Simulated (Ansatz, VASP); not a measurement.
## GaN in two plane-wave programs

Aim: how closely do two programs agree when they are given the same cell, functional and k mesh? The cell is taken from a series of runs on this material, whose earlier steps may have relaxed, scaled, displaced or heated it; both programs get it as it stands.

Method: plane waves, with VASP 6.6.1 beside it; r2SCAN, spin-orbit coupling, in Ansatz 0.2.0.

**1. Starting point**

It takes space group F-43m (No. 216, cubic). The conventional cell has a = 4.498 Å, b = 4.498 Å, c = 4.498 Å, α = 90.00°, β = 90.00°, γ = 90.00°. Ga has 4 N at 1.95 Å nearest. Nearest to N lie 4 Ga at 1.95 Å. Farther neighbours and most contacts between anions are not listed.

**2. Ansatz: single point, r2SCAN, spin-orbit coupling, pair 1**

Ansatz runs on its PAW fully relativistic soft_1 files.

A single point takes one fixed geometry, so differences don't come from the geometry; what else differs is listed under the comparison.

input.yaml reads:

```yaml
crystal:
  lattice:
    - [0.0, 2.2488781877, 2.2488781877]
    - [2.2488781877, 0.0, 2.2488781877]
    - [2.2488781877, 2.2488781877, 0.0]
  atoms:
    - { symbol: Ga, position: [0.0, 0.0, 0.0] }
    - { symbol: "N", position: [0.25, 0.25, 0.25] }
kpoints:
  mp_grid: { grid: [8, 8, 8] }
hamiltonian:
  xc: r2scan
  pseudopotentials: { kind: paw_fr, azcp: { folder: soft_1 } }
scf:
  occupations: { method: gaussian, width: 0.02 }
output:
  forces: true
  stress: true
  eigenvalues: true
basis:
  ecutwfc: 600.0
magnetization:
  noncollinear: true
  spin_orbit: true
```

Started as:

```
$ ansatz run input.yaml --threads 4 --pin off --max-ram 9216MiB --backend cpu --events-out ev --progress --plain --runs-dir out
```

Numbers of over 12 decimals in the logs are rounded to 6 here.

Log:

```text
Engine: ansatz 0.2.0, x86_64-unknown-linux-gnu
Pseudopotentials: kind: paw_fr
Pseudopotential: Ga, paw, valence charge 13, recommended cutoff 500 eV (meta_gga), soft_1/Ga.paw.azcp
Pseudopotential: N, paw, valence charge 5, recommended cutoff 500 eV (meta_gga), soft_1/N.paw.azcp
Functional definition: r2SCAN
  parameter k0 = 0.174
  parameter k1 = 0.065
  parameter a1 = 4.9479
  exchange = r2scan_x(k0 = k0, k1 = k1, a1 = a1)
  correlation = r2scan_c
non-collinear run that drives no moment, with spin-orbit: no starting moment large enough to seed its density (crystal.atoms[].spin), no starting occupations that ask for one, no magnetisation constraint and no magnetic field, so the semilocal B_xc is pinned to zero
Crystal: 2 atoms, lattice volume = 22.747 Å³
Basis set: ecut = 600 eV, 749 PW (Γ), exchange–correlation on 108×108×108 points (64 copies of the dense FFT grid, shifted against one another)
Bands: 26, of which v1, the nominal top of the filled ones, is band 18 counted from 1 (17 counted from 0)
Symmetry: 24 space group operations + 24 with time reversal
Magnetic group: BNS 216.75 (UNI 1577), of the structure as read, at distance tolerance 2.8e-5 Å
k-points: 29 of 512 (time reversal used)
Projection manifold: j_resolved (fully-relativistic pseudo-atomic orbitals)
Non-local potential: Ga, projectors of the file, resolved by j, l = 0: 2, l = 1: 4, l = 2: 6, l = 3: 2
Non-local potential: N, projectors of the file, resolved by j, l = 0: 2, l = 1: 4, l = 2: 2
PAW form: soft (Blöchl's): semilocal exchange-correlation on the pseudo side does not see the compensation charge
PAW frozen core: Ga, regenerated for the run's functional (the file was generated under x = pbe(κ = 0.804, μ = 0.219515), c = pbe(β = 0.066725))
PAW frozen core: N, regenerated for the run's functional (the file was generated under x = pbe(κ = 0.804, μ = 0.219515), c = pbe(β = 0.066725))
PAW one-centre angular grid: Ga, 590 points (default); XC on 224 Gauss nodes
PAW one-centre angular grid: N, 302 points (default); XC on 160 Gauss nodes
Initial density: superposition of atomic densities (chi_scale 0.1, normalization cell, long waves kept (reshape's long-wave potential 0.00 eV rms))
Initial wavefunctions: pseudopotential atomic-orbital guess
Functional: x = r2scan, c = r2scan; τ floored in thin density (d = 2e-4 eV/Å³)
SCF iter   1: F=—  HF=-4174.360177 eV  |F-HF|=—  |Δ(HF+E_count)|=         —  Δρ=1.16e-1  dr2=2.45e0  dr2_τ=7.07e-2  dr2_m=0.00e0 (ungated)  ethr=3.10e-3  |M|=0.00e0 ∫|m|=0.00e0 μB  |m|>n=0.0e0 m-floor=0.0e0 τ_xc=0.0e0  β_m=0.30  ⟨swp⟩=6.3  Hψ=3973  notcnv=0
preconditioner: auto → none  [insulator: Δε(μ)=2.744 eV  Ē_g=20.249 eV  σ=0.020 eV  W_gap=1.00  n_scr=8 (ndim 8)  ℏωp=33.0 eV  f_vac=0.000  D(μ)=0.00/eV (n_scr^D=0)  ε∞_Penn≈3.7]
SCF iter   2: F=—  HF=-4173.859380 eV  |F-HF|=—  |Δ(HF+E_count)|=   5.01e-1  Δρ=6.08e-2  dr2=4.05e-1  dr2_τ=7.78e-3  dr2_m=0.00e0 (ungated)  ethr=3.10e-3  |M|=0.00e0 ∫|m|=0.00e0 μB  |m|>n=0.0e0 m-floor=0.0e0 τ_xc=0.0e0  β_m=0.39  ⟨swp⟩=2.1  Hψ=1625  notcnv=0  defer=112
SCF iter   3: F=—  HF=-4173.883333 eV  |F-HF|=—  |Δ(HF+E_count)|=   2.40e-2  Δρ=2.55e-2  dr2=6.20e-2  dr2_τ=1.24e-3  dr2_m=0.00e0 (ungated)  ethr=2.25e-3  |M|=0.00e0 ∫|m|=0.00e0 μB  |m|>n=0.0e0 m-floor=0.0e0 τ_xc=0.0e0  β_m=0.53  ⟨swp⟩=3.0  Hψ=1268  notcnv=0  defer=112
SCF iter   4: F=—  HF=-4173.885410 eV  |F-HF|=—  |Δ(HF+E_count)|=   2.08e-3  Δρ=4.94e-3  dr2=3.48e-3  dr2_τ=7.04e-5  dr2_m=0.00e0 (ungated)  ethr=3.44e-4  |M|=0.00e0 ∫|m|=0.00e0 μB  |m|>n=0.0e0 m-floor=0.0e0 τ_xc=0.0e0  β_m=0.48  ⟨swp⟩=2.8  Hψ=1224  notcnv=0  defer=112
SCF iter   5: F=—  HF=-4173.884192 eV  |F-HF|=—  |Δ(HF+E_count)|=   1.22e-3  Δρ=1.02e-3  dr2=1.52e-4  dr2_τ=3.93e-6  dr2_m=0.00e0 (ungated)  ethr=1.93e-5  |M|=0.00e0 ∫|m|=0.00e0 μB  |m|>n=0.0e0 m-floor=0.0e0 τ_xc=0.0e0  β_m=0.73  ⟨swp⟩=2.0  Hψ=1228  notcnv=0  defer=112
SCF iter   6: F=—  HF=-4173.884188 eV  |F-HF|=—  |Δ(HF+E_count)|=   3.32e-6  Δρ=2.16e-4  dr2=8.68e-6  dr2_τ=1.33e-7  dr2_m=0.00e0 (ungated)  ethr=8.42e-7  |M|=0.00e0 ∫|m|=0.00e0 μB  |m|>n=0.0e0 m-floor=0.0e0 τ_xc=0.0e0  β_m=0.83  ⟨swp⟩=2.0  Hψ=909  notcnv=0  defer=112
SCF iter   7: F=—  HF=-4173.884189 eV  |F-HF|=—  |Δ(HF+E_count)|=   6.80e-7  Δρ=2.78e-5  dr2=9.59e-8  dr2_τ=7.49e-10  dr2_m=0.00e0 (ungated)  ethr=5.56e-10  |M|=0.00e0 ∫|m|=0.00e0 μB  |m|>n=0.0e0 m-floor=0.0e0 τ_xc=0.0e0  β_m=0.90  ⟨swp⟩=7.7  Hψ=4022  notcnv=0
SCF iter   8: F=-4173.884189 eV  HF=-4173.884189 eV  |F-HF|=5.21e-10  |Δ(HF+E_count)|=   2.12e-8  Δρ=2.51e-6  dr2=1.18e-9  dr2_τ=7.71e-12  dr2_m=0.00e0 (ungated)  ethr=5.33e-10  |M|=0.00e0 ∫|m|=0.00e0 μB  |m|>n=0.0e0 m-floor=0.0e0 τ_xc=0.0e0  ⟨swp⟩=2.1  Hψ=2582  notcnv=0
SCF 1 converged in 8 iterations: F = -4173.884189 eV  dr2 = 1.18e-9
  greatest PAW one-centre occupation: 0.994 electrons in one spin orbital (limit 2), on the Ga atom at site 0 (counted from 0), in its partial waves of l = 2
SCF converged after 8 iterations
Magnetization: |M| = 0.0000 μB,  M = (+0.0000, +0.0000, +0.0000) μB
Absolute magnetization: 0.0000 μB (∫|m|)
  site 0: m = (+0.0000, +0.0000, +0.0000) μB, |m| = 0.0000 μB  (R = 0.80 Å)
  site 1: m = (+0.0000, +0.0000, +0.0000) μB, |m| = 0.0000 μB  (R = 0.80 Å)
Free energy (F): -4173.884189 eV
Harris-Foulkes:  -4173.884189 eV  (|F-HF|=5.21e-10)
Internal energy: -4173.884189 eV  (E = F + TS)
E sigma→0 (E₀):  -4173.884189 eV
Fermi energy:    10.540396 eV
--- Per-component energies (eV) ---
  E_band       = -15.123706
  E_kinetic    = 240.437443
  E_local      = -1412.419629  (includes V_loc(G=0)·N_el)
  E_nonlocal   = -52.662006
  E_hartree    = 897.298313
  E_xc         = -115.851355
  E_vxc        = -140.025219  (∫ρ·V_xc dr)
  E_paw        = -2139.320813  (= ΣΔE_a)
  E_vpaw       = -452.689515  (= ΣTr[D̂ρ^β])
  E_aug_tail   = 0.000004  (compensation charges beyond the density's cutoff)
  E_vtau       = 7.639164  (kinetic-family band-sum trace: ∫τ·v_τ [+ j·A + Jᵃ·Aᵃ] dr)
  E_ewald      = -1590.697821
  E_core_change = -0.668324  (= ΣΔE_core)
  E_smearing   = -0.000000  (= −TS)
  E_closure    = -0.000000  (closes the sum)
  Σ components = -4173.884189   (vs F -4173.884189, Δ=0.00e0)
--- Forces (eV/Å), atoms counted from 1 ---
  atom   1  Ga    -0.00000000     0.00000000    -0.00000000
  atom   2  N     -0.00000000    -0.00000000     0.00000000
  max |Σ_I F_I| component: 2.96e-16 eV/Å
--- Stress (GPa, compression-positive) ---
        0.004585      -0.000000      -0.000000
       -0.000000       0.004585       0.000000
       -0.000000       0.000000       0.004585
  P = ⅓ Tr σ = 0.0046 GPa (0.046 kbar)
--- Band table (eV; the first three rows and the last of 29) ---
  k-point 0: bands = [... 14 lower, 9.4566, 9.4566, 9.4566, 9.4566, 11.6240, 11.6240, 20.3060, 20.3060, ... 4 higher]
  k-point 1: bands = [... 14 lower, 9.2807, 9.2807, 9.2866, 9.2949, 12.7779, 12.7779, 19.7904, 19.7904, ... 4 higher]
  k-point 2: bands = [... 14 lower, 8.9056, 8.9056, 8.9166, 8.9280, 14.0474, 14.0474, 18.9799, 18.9799, ... 4 higher]
  k-point 28: bands = [... 14 lower, 5.6235, 5.6260, 5.7125, 5.7596, 16.1927, 16.2003, 18.6598, 18.6698, ... 4 higher]
```

In the SCF lines HF is the Harris–Foulkes energy and dr2 the Hartree energy of the density residual, in eV; the loop may stop once dr2 is under the threshold and the program's other checks hold. Hψ counts applications of the Hamiltonian.

The run ends at a pressure of 0.00 GPa.

**3. VASP: single point, r2SCAN, spin-orbit coupling, pair 1**

The same cell, functional, mesh and smearing now go to VASP, with its own data sets.

Lines of VASP's logs that name or quote its potential files are left out, and so is its time.

INCAR reads:

```
SYSTEM = GaN
PREC = Accurate
ENCUT = 660
EDIFF = 1E-06
NELM = 200
ISMEAR = 0
SIGMA = 0.02
LREAL = .FALSE.
ALGO = Normal
METAGGA = R2SCAN
LASPH = .TRUE.
LNONCOLLINEAR = .TRUE.
MAGMOM = 0 0 0 0 0 0
NBANDS = 30
GGA_COMPAT = .FALSE.
LSORBIT = .TRUE.
LORBIT = 11
LWAVE = .FALSE.
LCHARG = .FALSE.
ISIF = 2
EFERMI = MIDGAP
LMIXTAU = .TRUE.
KPAR = 2
```

POSCAR reads:

```
GaN
1.0
    0.0000000000      2.2488781877      2.2488781877
    2.2488781877      0.0000000000      2.2488781877
    2.2488781877      2.2488781877      0.0000000000
Ga N
1 1
Direct
    0.0000000000      0.0000000000      0.0000000000
    0.2500000000      0.2500000000      0.2500000000
```

KPOINTS reads:

```
Automatic mesh
0
Gamma
8 8 8
0 0 0
```

The projector-augmented-wave data sets are Ga_d and N (PBE family, release 64).

Started as:

```
$ mpirun -np 2 vasp_ncl
```

Log:

```text
[banner, memory and clock lines left out]
running    2 mpi-ranks, on    1 nodes
 distrk:  each k-point on    1 cores,    2 groups
 distr:  one band on    1 cores,    1 groups

 POSCAR found type information on POSCAR GaN
 POSCAR found :  2 types and       2 ions
|                                                                             |
|               ----> ADVICE to this user running VASP <----                  |
|                                                                             |
|     You enforced a specific xc type in the INCAR file but a different       |
|     [... a line on the potential file left out ...]
|     I HOPE YOU KNOW WHAT YOU ARE DOING!                                     |
|                                                                             |

 LDA part: xc-table for (None), standard interpolation
 POSCAR, INCAR and KPOINTS ok, starting setup
 FFT: planning ... GRIDC
 FFT: planning ... GRID_SOFT
 FFT: planning ... GRID
 WAVECAR not read
 entering main loop
       N       E                     dE             d eps       ncg     rms          rms(c)
DAV:   1     0.146589491989E+03    0.14659E+03   -0.10095E+04  3164   0.258E+03
DAV:   2    -0.454103743001E+01   -0.15113E+03   -0.13934E+03  2648   0.550E+02
DAV:   3    -0.260314287131E+02   -0.21490E+02   -0.21086E+02  2974   0.151E+02
DAV:   4    -0.268079141459E+02   -0.77649E+00   -0.77465E+00  2952   0.312E+01
DAV:   5    -0.268237358753E+02   -0.15822E-01   -0.15820E-01  3072   0.446E+00    0.719E+00
DAV:   6    -0.215312809547E+02    0.52925E+01   -0.26140E+00  4190   0.459E+01    0.243E+00
DAV:   7    -0.219397971253E+02   -0.40852E+00   -0.88834E-01  3232   0.111E+01    0.192E+00
DAV:   8    -0.218051435236E+02    0.13465E+00   -0.25142E-01  3122   0.715E+00    0.143E+00
DAV:   9    -0.217914179282E+02    0.13726E-01   -0.14668E-01  2630   0.523E+00    0.771E-01
DAV:  10    -0.219032300517E+02   -0.11181E+00   -0.60206E-02  2926   0.374E+00    0.278E-01
DAV:  11    -0.219076578777E+02   -0.44278E-02   -0.34039E-03  3086   0.640E-01    0.264E-01
DAV:  12    -0.219064744668E+02    0.11834E-02   -0.19903E-04  2752   0.209E-01    0.200E-01
DAV:  13    -0.219023005422E+02    0.41739E-02   -0.16766E-03  2986   0.491E-01    0.219E-01
DAV:  14    -0.219023110435E+02   -0.10501E-04   -0.17488E-04  2942   0.152E-01    0.168E-01
DAV:  15    -0.219023104894E+02    0.55407E-06   -0.57493E-06  3298   0.273E-02
   1 F= -.21902310E+02 E0= -.21902310E+02  d E =0.000000E+00  mag=     0.0000    -0.0000    -0.0000
```

OUTCAR, selected parts (step 3):

```text
ion  position               nearest neighbor table
   1  0.000  0.000  0.000-   2 1.95   2 1.95   2 1.95   2 1.95
   2  0.250  0.250  0.250-   1 1.95   1 1.95   1 1.95   1 1.95

  LATTYP: Found a face centered cubic cell.
 ALAT       =     4.4977563754

 Subroutine GETGRP returns: Found 24 space group operations
 (whereof 24 operations were pure point group operations)

The static configuration has the point symmetry T_d .

 Found     43 irreducible k-points:

   k-points           NKPTS =     43   k-points in BZ     NKDIM =     43   number of bands    NBANDS=     30

   dimension x,y,z NGX =    28 NGY =   28 NGZ =   28
   dimension x,y,z NGXF=    56 NGYF=   56 NGZF=   56

   ENCUT  =  660.0 eV  48.51 Ry    6.96 a.u.   6.66  6.66  6.66*2*pi/ulx,y,z

   NELECT =      18.0000    total number of electrons

 k-points in reciprocal lattice and weights: Automatic mesh
   0.00000000  0.00000000  0.00000000       0.002
   0.12500000  0.00000000  0.00000000       0.008
  -0.12500000  0.00000000  0.00000000       0.008
   0.25000000  0.00000000  0.00000000       0.008
  -0.25000000  0.00000000  0.00000000       0.008
   0.37500000  0.00000000  0.00000000       0.008
  -0.37500000  0.00000000  0.00000000       0.008
   0.50000000  0.00000000  0.00000000       0.008
   0.12500000  0.12500000  0.00000000       0.012
[...]
-0.37500000  0.50000000  0.12500000       0.023
  -0.25000000  0.50000000  0.25000000       0.012

 average (electrostatic) potential at core
       1 -68.2390       2 -64.8992

 E-fermi :   6.1716

 k-point     1 :       0.0000    0.0000    0.0000
  band No.  band energies     occupation
    ...
     14       5.0853      1.00000
     15       5.0947      1.00000
     16       5.0947      1.00000
     17       5.0947      1.00000
     18       5.0947      1.00000
     19       7.2484      0.00000
     20       7.2484      0.00000
     21      15.9036      0.00000
     22      15.9036      0.00000
     23      16.2363      0.00000
    ...

 k-point     2 :       0.1250    0.0000    0.0000
  band No.  band energies     occupation
    ...
     14       3.5579      1.00000
     15       4.9192      1.00000
     16       4.9192      1.00000
     17       4.9243      1.00000
     18       4.9329      1.00000
     19       8.4023      0.00000
     20       8.4023      0.00000
     21      15.3969      0.00000
     22      15.3969      0.00000
     23      16.2840      0.00000
    ...

 k-point     3 :      -0.1250    0.0000    0.0000
  band No.  band energies     occupation
    ...
     14       3.5579      1.00000
     15       4.9192      1.00000
     16       4.9192      1.00000
     17       4.9243      1.00000
     18       4.9329      1.00000
     19       8.4023      0.00000
     20       8.4023      0.00000
     21      15.3969      0.00000
     22      15.3969      0.00000
     23      16.2840      0.00000
    ...

  Total       -0.0006764     -0.0006764     -0.0006764     -0.0000000      0.0000000     -0.0000000
  in kB       -0.0476427     -0.0476427     -0.0476427     -0.0000000      0.0000000     -0.0000000
  external PRESSURE =      -0.0476427 kB  Pullay stress =       0.0000000 kB

  energy-cutoff  :      660.00
  volume of cell :       22.75
      direct lattice vectors                 reciprocal lattice vectors
     0.000000000  2.248878188  2.248878188    -0.222333074  0.222333074  0.222333074
     2.248878188  0.000000000  2.248878188     0.222333074 -0.222333074  0.222333074
     2.248878188  2.248878188  0.000000000     0.222333074  0.222333074 -0.222333074

 POSITION                                       TOTAL-FORCE (eV/Angst)
 -----------------------------------------------------------------------------------
      0.00000      0.00000      0.00000        -0.000000     -0.000000     -0.000000
      1.12444      1.12444      1.12444         0.000000      0.000000      0.000000
 -----------------------------------------------------------------------------------
    total drift:                               -0.000002     -0.000002     -0.000002

  FREE ENERGIE OF THE ION-ELECTRON SYSTEM (eV)
  ---------------------------------------------------
  free  energy   TOTEN  =       -21.9023104894 eV

  energy  without entropy=      -21.9023104894  energy(sigma->0) =      -21.90231049

 Spin-Orbit-Coupling matrix elements
 Ion:    1  E_soc:     -0.0102745
 Ion:    2  E_soc:     -0.0000918

 total charge
# of ion       s       p       d       tot
------------------------------------------
    1        0.758   0.887  10.193  11.838
    2        1.229   2.539   0.000   3.768
--------------------------------------------------
tot          1.987   3.426  10.193  15.606

 magnetization (x)
# of ion       s       p       d       tot
------------------------------------------
    1       -0.000   0.000   0.000  -0.000
    2        0.000  -0.000   0.000  -0.000
--------------------------------------------------
tot          0.000  -0.000   0.000  -0.000

 magnetization (y)
# of ion       s       p       d       tot
------------------------------------------
    1        0.000  -0.000  -0.000  -0.000
    2        0.000   0.000   0.000   0.000
--------------------------------------------------
tot          0.000  -0.000  -0.000  -0.000

 magnetization (z)
# of ion       s       p       d       tot
------------------------------------------
    1       -0.000  -0.000  -0.000  -0.000
    2        0.000   0.000   0.000   0.000
--------------------------------------------------
tot         -0.000  -0.000  -0.000  -0.000

[... 3 further parts left out ...]
```

The run ends at a pressure of 0.00 GPa.

**4. Side by side**

Known differences besides the potentials themselves: spin-orbit coupling enters by fully relativistic files in Ansatz and inside the spheres in VASP; VASP keeps PBE cores, Ansatz makes them for the functional; the cutoff is 600 eV in Ansatz and 660 eV in VASP. Total energies have different zeros and are not compared.

Compared:

```csv
quantity,Ansatz,VASP,difference
pressure (GPa),0.00,0.00,+0.01
gap on the k mesh (eV),2.167,2.154,+0.014
```

A gap on the mesh is an upper bound, since the band edges may lie between its points. VASP's last cycles still show a density residual of 2e-02, so its state may not be settled.

**5. Ansatz: single point, r2SCAN, spin-orbit coupling, pair 2**

A single point takes one fixed geometry, so differences don't come from the geometry; what else differs is listed under the comparison. The cell compared in this pair holds 22.30 Å³, against 22.75 Å³ for the pair before.

The cell is taken from a series of runs on this material, whose earlier steps may have relaxed, scaled, displaced or heated it; both programs get it as it stands.

input.yaml, as its differences from that of step 2:

```diff
@@ -2,5 +2,5 @@
   lattice:
-    - [0.0, 2.2488781877, 2.2488781877]
-    - [2.2488781877, 0.0, 2.2488781877]
-    - [2.2488781877, 2.2488781877, 0.0]
+    - [0.0, 2.2039006239, 2.2958388975]
+    - [2.2039006239, 0.0, 2.2958388975]
+    - [2.2039006239, 2.2039006239, 0.0]
   atoms:
```

Started as:

```
$ ansatz run input.yaml --threads 4 --pin off --max-ram 9216MiB --backend cpu --events-out ev --progress --plain --runs-dir out
```

Log:

```text
[...]
Crystal: 2 atoms, lattice volume = 22.303 Å³
Basis set: ecut = 600 eV, 741 PW (Γ), exchange–correlation on 108×108×100 points (64 copies of the dense FFT grid, shifted against one another)
Bands: 26, of which v1, the nominal top of the filled ones, is band 18 counted from 1 (17 counted from 0)
Symmetry: 8 space group operations + 8 with time reversal
[...]
k-point 1: bands = [... 14 lower, 9.5015, 9.5068, 9.6688, 9.6732, 13.2002, 13.2008, 20.1541, 20.2174, ... 4 higher]
  k-point 2: bands = [... 14 lower, 9.0827, 9.0886, 9.3223, 9.3285, 14.4731, 14.4746, 19.3210, 19.3571, ... 4 higher]
  k-point 58: bands = [... 14 lower, 7.0838, 7.0838, 7.1251, 7.1251, 13.7418, 13.7418, 17.6464, 17.6464, ... 4 higher]
[key lines of the parts left out:]
SCF converged after 8 iterations
Magnetization: |M| = 0.0000 μB,  M = (+0.0000, +0.0000, +0.0000) μB
Free energy (F): -4173.867897 eV
Fermi energy:    10.942734 eV
P = ⅓ Tr σ = 3.9153 GPa (39.153 kbar)
```

The run ends at a pressure of 3.92 GPa.

[end of part 1 of 2]

[Lines on the potential files, build, host, timing and source positions are cut from VASP's logs without a mark.]

[Logs are printed without paths, hosts, clocks, repeated set-up lines and the standing remarks that a program may print on its own settings, such as how far it seeks lower states.]

[Hosts, paths, dates, database ids (printed as entryN), source tags and the programs' standing remarks are cut or masked in the printed files.]
